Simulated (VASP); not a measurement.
The system is BN.

```
CELL_PARAMETERS angstrom
2.49824 0.00000 0.00000
-1.24912 2.16354 0.00000
0.00000 0.00000 6.63570
ATOMIC_POSITIONS crystal
N 0.66667 0.33333 0.25000
N 0.33333 0.66667 0.75000
B 0.66667 0.33333 0.75000
B 0.33333 0.66667 0.25000
```

Program: VASP 6.6.1. Alike in all runs: no spin polarisation; cell as given; cutoff (eV) 520; smearing gaussian 0.02 eV.

Order these runs on this cell by their band gap on the k mesh, lowest first.
A. level r2SCAN; potentials or basis VASP PAW PBE potentials, release 64 (N, B); k mesh 12 × 12 × 4; mesh quality not flagged
B. level PBE; potentials or basis VASP PAW PBE potentials, release 64 (N, B); k mesh 12 × 12 × 4; mesh quality not flagged
C. level LDA; potentials or basis VASP PAW LDA potentials, release 64 (N, B); k mesh 12 × 12 × 4; mesh quality not flagged
D. level TB-mBJ; potentials or basis VASP PAW PBE potentials, release 64 (N, B); k mesh 12 × 12 × 4; mesh quality not flagged
E. level PBE; potentials or basis VASP PAW PBE potentials, release 64 (N, B); k mesh 3 × 3 × 3; mesh quality coarse

C (4.09 eV), B (4.29 eV), E (4.70 eV), A (4.89 eV), D (6.04 eV).

Caveats: some runs use coarse meshes; an odd mesh through Γ misses points on the zone boundary, where band edges often lie (some runs).

A k mesh can miss the band edges, odd and even meshes differently.
